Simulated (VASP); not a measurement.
# NaF (Villiaumite): what moves the LDA gap besides the functional

How far does the LDA gap of NaF (Villiaumite) depend on mesh and cell? The starting structure is a measured crystal structure from the Crystallography Open Database. Cell and atoms stay as given unless a step says otherwise.

Calculated with VASP 6.6.1; Kohn-Sham DFT with plane waves and PAW; LDA.

### 1. Starting point

It takes space group Fm-3m (No. 225, cubic). Conventional cell: a = 4.640 Å, b = 4.640 Å, c = 4.640 Å, α = 90.00°, β = 90.00°, γ = 90.00°. Na has 6 F at 2.32 Å nearest. F has 6 Na at 2.32 Å nearest. Farther neighbours and most contacts between anions are not listed.

As a file:

```
Na F
1.0
     0.00000    2.32000    2.32000
     2.32000    0.00000    2.32000
     2.32000    2.32000    0.00000
Na F
1 1
Cartesian
  0.0000 0.0000 0.0000
  2.3200 2.3200 2.3200
```

### 2. Reference bands

INCAR reads:

```
SYSTEM = NaF
PREC = Accurate
ENCUT = 460
EDIFF = 1E-06
NELM = 100
ISMEAR = 0
SIGMA = 0.03
LREAL = .FALSE.
ALGO = Normal
GGA = CA
NBANDS = 19
LORBIT = 11
LWAVE = .FALSE.
LCHARG = .FALSE.
KPAR = 4
LASPH = .TRUE.
```

POSCAR reads:

```
NaF
1.0
    0.0000000000      2.3200000000      2.3200000000
    2.3200000000      0.0000000000      2.3200000000
    2.3200000000      2.3200000000      0.0000000000
Na F
1 1
Direct
    0.0000000000      0.0000000000      0.0000000000
    0.5000000000      0.5000000000      0.5000000000
```

KPOINTS reads:

```
Automatic mesh
0
Gamma
8 8 8
0 0 0
```

KPOINTS_OPT reads:

```
Line mode
10
Line-mode
Reciprocal
  0.00000000   0.00000000   0.00000000 GAMMA
  0.50000000   0.00000000   0.50000000 X

  0.50000000   0.00000000   0.50000000 X
  0.50000000   0.25000000   0.75000000 W

  0.50000000   0.25000000   0.75000000 W
  0.37500000   0.37500000   0.75000000 K

  0.37500000   0.37500000   0.75000000 K
  0.00000000   0.00000000   0.00000000 GAMMA

  0.00000000   0.00000000   0.00000000 GAMMA
  0.50000000   0.50000000   0.50000000 L

  0.50000000   0.50000000   0.50000000 L
  0.62500000   0.25000000   0.62500000 U

  0.62500000   0.25000000   0.62500000 U
  0.50000000   0.25000000   0.75000000 W

  0.50000000   0.25000000   0.75000000 W
  0.50000000   0.50000000   0.50000000 L

  0.50000000   0.50000000   0.50000000 L
  0.37500000   0.37500000   0.75000000 K

  0.62500000   0.25000000   0.62500000 U
  0.50000000   0.00000000   0.50000000 X
```

The projector-augmented-wave data sets are Na_pv and F (LDA family, release 64).

Run with:

```sh
mpirun -np 4 vasp_std
```

The log of the run:

```text
[banner, memory and clock lines left out]
running    4 mpi-ranks, on    1 nodes
 distrk:  each k-point on    1 cores,    4 groups
 distr:  one band on    1 cores,    1 groups

 POSCAR found type information on POSCAR NaF
 POSCAR found :  2 types and       2 ions
 LDA part: xc-table for (Slater(with rela. corr.)+CA(PZ))
 , standard interpolation
 POSCAR, INCAR and KPOINTS ok, starting setup
 FFT: planning ... GRIDC
 FFT: planning ... GRID_SOFT
 FFT: planning ... GRID
 WAVECAR not read
 entering main loop
       N       E                     dE             d eps       ncg     rms          rms(c)
DAV:   1     0.998027641709E+02    0.99803E+02   -0.63209E+03  1140   0.810E+02
DAV:   2    -0.536531385299E+01   -0.10517E+03   -0.98165E+02  1215   0.251E+02
DAV:   3    -0.101213374759E+02   -0.47560E+01   -0.47395E+01  1271   0.498E+01
DAV:   4    -0.101526397621E+02   -0.31302E-01   -0.31297E-01  1269   0.408E+00
DAV:   5    -0.101528193172E+02   -0.17956E-03   -0.17955E-03  1252   0.305E-01    0.503E+00
DAV:   6    -0.935303936427E+01    0.79978E+00   -0.21585E+00  1273   0.108E+01    0.181E+00
DAV:   7    -0.932335564018E+01    0.29684E-01   -0.35106E-02  1209   0.147E+00    0.988E-01
DAV:   8    -0.930718578778E+01    0.16170E-01   -0.24482E-02  1164   0.243E+00    0.157E-01
DAV:   9    -0.930713840025E+01    0.47388E-04   -0.17482E-03  1272   0.311E-01    0.835E-02
DAV:  10    -0.930710136640E+01    0.37034E-04   -0.31827E-04  1240   0.130E-01    0.911E-03
DAV:  11    -0.930709986219E+01    0.15042E-05   -0.13734E-05  1412   0.651E-02    0.349E-03
DAV:  12    -0.930709975313E+01    0.10906E-06   -0.11728E-06   946   0.103E-02
   1 F= -.93070998E+01 E0= -.93070998E+01  d E =-.136025E-40
 Start KPOINTS_OPT (optional k-point list driver)
k-point batch [1-29\100]
       N       E                     dE             ncg
DAV:   1    -0.228586152185E+04   -0.16093E+05     1113
DAV:   2    -0.534386400695E+04   -0.30580E+04     1199
DAV:   3    -0.549139273362E+04   -0.14753E+03     1394
DAV:   4    -0.549244087351E+04   -0.10481E+01     1312
DAV:   5    -0.549244549108E+04   -0.46176E-02     1348
DAV:   6    -0.549244553159E+04   -0.40514E-04     1350
DAV:   7    -0.549244553200E+04   -0.41217E-06     1129
[...]
k-point batch [88-100\100]
       N       E                     dE             ncg
DAV:   1     0.715195504776E+04   -0.86001E+04      513
DAV:   2     0.578476293754E+04   -0.13672E+04      593
DAV:   3     0.571729333646E+04   -0.67470E+02      594
DAV:   4     0.571679278101E+04   -0.50056E+00      580
DAV:   5     0.571679023346E+04   -0.25475E-02      596
DAV:   6     0.571679020890E+04   -0.24561E-04      652
DAV:   7     0.571679020863E+04   -0.27055E-06      476
```

Elapsed: 8.4 s, on 4 MPI ranks of AMD EPYC 7R43, shared host; peak memory 0.37 GiB; 30 s of CPU time.

The logs omit lines about the potential files and the build; timing stands in the text.

From OUTCAR (step 2):

```text
ion  position               nearest neighbor table
   1  0.000  0.000  0.000-   2 2.32   2 2.32   2 2.32   2 2.32   2 2.32   2 2.32
   2  0.500  0.500  0.500-   1 2.32   1 2.32   1 2.32   1 2.32   1 2.32   1 2.32

  LATTYP: Found a face centered cubic cell.
 ALAT       =     4.6400000000

 Subroutine GETGRP returns: Found 48 space group operations
 (whereof 48 operations were pure point group operations)

The static configuration has the point symmetry O_h .

 Found     29 irreducible k-points:

   k-points           NKPTS =     29   k-points in BZ     NKDIM =     29   number of bands    NBANDS=     19

   dimension x,y,z NGX =    24 NGY =   24 NGZ =   24
   dimension x,y,z NGXF=    48 NGYF=   48 NGZF=   48

   ENCUT  =  460.0 eV  33.81 Ry    5.81 a.u.   5.74  5.74  5.74*2*pi/ulx,y,z

   NELECT =      14.0000    total number of electrons

 k-points in reciprocal lattice and weights: Automatic mesh
   0.00000000  0.00000000  0.00000000       0.002
   0.12500000  0.00000000  0.00000000       0.016
   0.25000000  0.00000000  0.00000000       0.016
   0.37500000  0.00000000  0.00000000       0.016
   0.50000000  0.00000000  0.00000000       0.008
   0.12500000  0.12500000  0.00000000       0.012
   0.25000000  0.12500000  0.00000000       0.047
   0.37500000  0.12500000  0.00000000       0.047
   0.50000000  0.12500000  0.00000000       0.047
[...]
-0.37500000  0.50000000  0.12500000       0.023
  -0.25000000  0.50000000  0.25000000       0.012

 average (electrostatic) potential at core
       1 -45.7270       2 -77.4905

 E-fermi :  -2.2565

 k-point     1 :       0.0000    0.0000    0.0000
  band No.  band energies     occupation
    ...
      3     -21.3015      2.00000
      4     -21.2809      2.00000
      5      -2.5329      2.00000
      6      -2.5329      2.00000
      7      -2.5329      2.00000
      8       3.4067      0.00000
      9      15.9800      0.00000
     10      15.9800      0.00000
     11      15.9800      0.00000
     12      18.7819      0.00000
    ...

 k-point     2 :       0.1250    0.0000    0.0000
  band No.  band energies     occupation
    ...
      3     -21.3035      2.00000
      4     -20.9559      2.00000
      5      -2.8455      2.00000
      6      -2.5726      2.00000
      7      -2.5726      2.00000
      8       3.9599      0.00000
      9      14.2378      0.00000
     10      16.2167      0.00000
     11      16.2167      0.00000
     12      20.4202      0.00000
    ...

 k-point     3 :       0.2500    0.0000    0.0000
  band No.  band energies     occupation
    ...
      3     -21.3081      2.00000
      4     -20.6517      2.00000
      5      -3.4716      2.00000
      6      -2.6669      2.00000
      7      -2.6669      2.00000
      8       5.2772      0.00000
      9      12.1566      0.00000
     10      16.7355      0.00000
     11      16.7355      0.00000
     12      19.7516      0.00000
    ...

  Total       -0.9144857     -0.9144857     -0.9144857      0.0000000     -0.0000000      0.0000000
  in kB      -58.6669557    -58.6669557    -58.6669557      0.0000000     -0.0000000      0.0000000
  external PRESSURE =     -58.6669557 kB  Pullay stress =       0.0000000 kB

  energy-cutoff  :      460.00
  volume of cell :       24.97
      direct lattice vectors                 reciprocal lattice vectors
     0.000000000  2.320000000  2.320000000    -0.215517241  0.215517241  0.215517241
     2.320000000  0.000000000  2.320000000     0.215517241 -0.215517241  0.215517241
     2.320000000  2.320000000  0.000000000     0.215517241  0.215517241 -0.215517241

 POSITION                                       TOTAL-FORCE (eV/Angst)
 -----------------------------------------------------------------------------------
      0.00000      0.00000      0.00000         0.000000     -0.000000      0.000000
      2.32000      2.32000      2.32000         0.000000      0.000000     -0.000000
 -----------------------------------------------------------------------------------
    total drift:                                0.000000     -0.000000      0.000000

  FREE ENERGIE OF THE ION-ELECTRON SYSTEM (eV)
  ---------------------------------------------------
  free  energy   TOTEN  =        -9.3070997531 eV

  energy  without entropy=       -9.3070997531  energy(sigma->0) =       -9.30709975

 total charge
# of ion       s       p       d       tot
------------------------------------------
    1        0.052   5.993   0.000   6.045
    2        1.729   4.354   0.000   6.083
--------------------------------------------------
tot          1.781  10.347   0.000  12.128

[... 3 further parts left out ...]
```

At this level the cell is under a tension of 5.9 GPa, so at these settings it is away from equilibrium.

The reference gap is 5.940 eV.

### 3. Bands with cell and atoms relaxed by LDA

Against step 2 the input has another starting structure. The cell comes from a relaxation at this level, not shown (22.81 Å³).

INCAR is that of step 2.

POSCAR reads:

```
NaF
1.0
    0.0000000000      2.2509512189      2.2509512189
    2.2509512189      0.0000000000      2.2509512189
    2.2509512189      2.2509512189      0.0000000000
Na F
1 1
Direct
    0.0000000000      0.0000000000      0.0000000000
    0.5000000000      0.5000000000      0.5000000000
```

KPOINTS is that of step 2.

KPOINTS_OPT is that of step 2.

Run with:

```sh
mpirun -np 4 vasp_std
```

The log of the run:

```text
[... set-up lines as in an earlier step ...]
 entering main loop
       N       E                     dE             d eps       ncg     rms          rms(c)
DAV:   1     0.109030064258E+03    0.10903E+03   -0.64244E+03  1136   0.824E+02
DAV:   2    -0.491613229922E+01   -0.11395E+03   -0.10514E+03  1231   0.280E+02
DAV:   3    -0.101405857658E+02   -0.52245E+01   -0.52058E+01  1273   0.521E+01
DAV:   4    -0.101725004364E+02   -0.31915E-01   -0.31910E-01  1276   0.424E+00
[...]
DAV:  10    -0.933704642730E+01    0.31218E-04   -0.20960E-04  1266   0.142E-01    0.837E-03
DAV:  11    -0.933704631530E+01    0.11201E-06   -0.16387E-05  1315   0.537E-02    0.433E-03
DAV:  12    -0.933704612421E+01    0.19108E-06   -0.44956E-07   783   0.725E-03
   1 F= -.93370461E+01 E0= -.93370461E+01  d E =-.184176E-24
 Start KPOINTS_OPT (optional k-point list driver)
k-point batch [1-29\100]
       N       E                     dE             ncg
DAV:   1    -0.210278895245E+04   -0.17052E+05     1135
DAV:   2    -0.516506322917E+04   -0.30623E+04     1218
DAV:   3    -0.530123159626E+04   -0.13617E+03     1336
DAV:   4    -0.530205468925E+04   -0.82309E+00     1350
DAV:   5    -0.530205812730E+04   -0.34381E-02     1310
DAV:   6    -0.530205815425E+04   -0.26947E-04     1320
DAV:   7    -0.530205815450E+04   -0.25302E-06     1119
[...]
k-point batch [88-100\100]
       N       E                     dE             ncg
DAV:   1     0.778080060126E+04   -0.87246E+04      510
DAV:   2     0.643922924079E+04   -0.13416E+04      545
DAV:   3     0.638446673728E+04   -0.54763E+02      623
DAV:   4     0.638416450671E+04   -0.30223E+00      566
DAV:   5     0.638416306157E+04   -0.14451E-02      624
DAV:   6     0.638416304845E+04   -0.13112E-04      568
DAV:   7     0.638416304832E+04   -0.13460E-06      512
```

Elapsed: 7.6 s, on 4 MPI ranks; peak memory 0.41 GiB; 28 s of CPU time.

OUTCAR, selected parts (step 3):

```text
  Total       -0.1986340     -0.1986340     -0.1986340      0.0000000      0.0000000     -0.0000000
  in kB      -13.9519849    -13.9519849    -13.9519849      0.0000000      0.0000000     -0.0000000
  external PRESSURE =     -13.9519849 kB  Pullay stress =       0.0000000 kB

 POSITION                                       TOTAL-FORCE (eV/Angst)
 -----------------------------------------------------------------------------------
      0.00000      0.00000      0.00000        -0.000000      0.000000      0.000000
      2.25095      2.25095      2.25095         0.000000      0.000000      0.000000
 -----------------------------------------------------------------------------------
    total drift:                                0.000000     -0.000000      0.000000

  FREE ENERGIE OF THE ION-ELECTRON SYSTEM (eV)
  ---------------------------------------------------
  free  energy   TOTEN  =        -9.3370461242 eV

  energy  without entropy=       -9.3370461242  energy(sigma->0) =       -9.33704612

[... 1 part as in an earlier step ...]

[... 2 further parts left out ...]
[key lines of the parts left out:]
E-fermi :  -1.9073
```

With cell and atoms relaxed by LDA the gap is 6.444 eV, +0.505 eV from the reference.

### 4. Bands with a 12×12×12 mesh

Against step 2 the input has a 12×12×12 mesh.

INCAR is that of step 3.

POSCAR reads:

```
NaF
1.0
    0.0000000000      2.3200000000      2.3200000000
    2.3200000000      0.0000000000      2.3200000000
    2.3200000000      2.3200000000      0.0000000000
Na F
1 1
Direct
    0.0000000000      0.0000000000      0.0000000000
    0.5000000000      0.5000000000      0.5000000000
```

KPOINTS reads:

```
Automatic mesh
0
Gamma
12 12 12
0 0 0
```

KPOINTS_OPT is that of step 3.

Run with:

```sh
mpirun -np 4 vasp_std
```

The log of the run:

```text
[... set-up lines as in an earlier step ...]
 entering main loop
       N       E                     dE             d eps       ncg     rms          rms(c)
DAV:   1     0.105828229340E+03    0.10583E+03   -0.63449E+03  2817   0.803E+02
DAV:   2    -0.493082845248E+01   -0.11076E+03   -0.10207E+03  2962   0.260E+02
DAV:   3    -0.101200344873E+02   -0.51892E+01   -0.51679E+01  3240   0.521E+01
DAV:   4    -0.101523022519E+02   -0.32268E-01   -0.32262E-01  3128   0.423E+00
[...]
DAV:  10    -0.930681787260E+01    0.34851E-04   -0.31008E-04  3075   0.128E-01    0.921E-03
DAV:  11    -0.930681632337E+01    0.15492E-05   -0.13409E-05  3477   0.649E-02    0.340E-03
DAV:  12    -0.930681622038E+01    0.10299E-06   -0.11588E-06  2429   0.103E-02
   1 F= -.93068162E+01 E0= -.93068162E+01  d E =-.593012E-18
 Start KPOINTS_OPT (optional k-point list driver)
k-point batch [1-72\100]
       N       E                     dE             ncg
DAV:   1    -0.540661153622E+04   -0.37946E+05     2823
DAV:   2    -0.132415257121E+05   -0.78349E+04     3077
DAV:   3    -0.136215705331E+05   -0.38004E+03     3206
DAV:   4    -0.136240508163E+05   -0.24803E+01     3178
DAV:   5    -0.136240624963E+05   -0.11680E-01     3187
DAV:   6    -0.136240625973E+05   -0.10098E-03     3393
DAV:   7    -0.136240625984E+05   -0.10258E-05     2678
DAV:   8    -0.136240625985E+05   -0.11702E-06     2272
k-point batch [73-100\100]
       N       E                     dE             ncg
DAV:   1     0.173748077035E+05   -0.17916E+05     1086
DAV:   2     0.143130336397E+05   -0.30618E+04     1227
DAV:   3     0.141595198045E+05   -0.15351E+03     1257
DAV:   4     0.141584631594E+05   -0.10566E+01     1208
DAV:   5     0.141584581054E+05   -0.50540E-02     1242
DAV:   6     0.141584580591E+05   -0.46305E-04     1349
DAV:   7     0.141584580586E+05   -0.50577E-06     1030
```

Run time: 11 s. Hardware: 4 MPI ranks; peak memory 0.48 GiB.

From OUTCAR (step 4):

```text
  Total       -0.9169846     -0.9169846     -0.9169846      0.0000000      0.0000000      0.0000000
  in kB      -58.8272698    -58.8272698    -58.8272698      0.0000000      0.0000000      0.0000000
  external PRESSURE =     -58.8272698 kB  Pullay stress =       0.0000000 kB

 POSITION                                       TOTAL-FORCE (eV/Angst)
 -----------------------------------------------------------------------------------
      0.00000      0.00000      0.00000        -0.000000     -0.000000     -0.000000
      2.32000      2.32000      2.32000         0.000000      0.000000      0.000000
 -----------------------------------------------------------------------------------
    total drift:                                0.000000     -0.000000      0.000000

  FREE ENERGIE OF THE ION-ELECTRON SYSTEM (eV)
  ---------------------------------------------------
  free  energy   TOTEN  =        -9.3068162204 eV

  energy  without entropy=       -9.3068162204  energy(sigma->0) =       -9.30681622

[... 1 part as in an earlier step ...]

[... 2 further parts left out ...]
[key lines of the parts left out:]
E-fermi :  -2.3645
```

With a 12×12×12 mesh the gap is 5.940 eV, +0.000 eV from the reference.

### 5. All runs side by side

```
                          run  gap (eV)  change (eV)  core minutes
                    reference      5.94            -          0.56
cell and atoms relaxed by LDA     6.444        0.505         0.507
              a 12×12×12 mesh      5.94          0.0          0.72
```

Core minutes are wall time times ranks of the run shown, on a shared host.

### 6. Outcome

| Property | Result |
| --- | --- |
| reference gap | 5.940 eV |
| gap with cell and atoms relaxed by LDA | 6.444 eV |
| gap with a 12×12×12 mesh | 5.940 eV |

What this shows: Among the runs that read a gap along the path, the one with cell and atoms relaxed by LDA moves it most, by +0.505 eV. On finer settings it changes by +0.000 eV with a 12×12×12 mesh. The functional's own error isn't tested here. Further runs on this material are not shown.

[Lines on the potential files, build, host, timing and source positions are cut from VASP's logs without a mark.]

[Logs are printed without paths, hosts, clocks, repeated set-up lines and the standing remarks that a program may print on its own settings, such as how far it seeks lower states.]

[Hosts, paths, dates, database ids (printed as entryN), source tags and the programs' standing remarks are cut or masked in the printed files.]
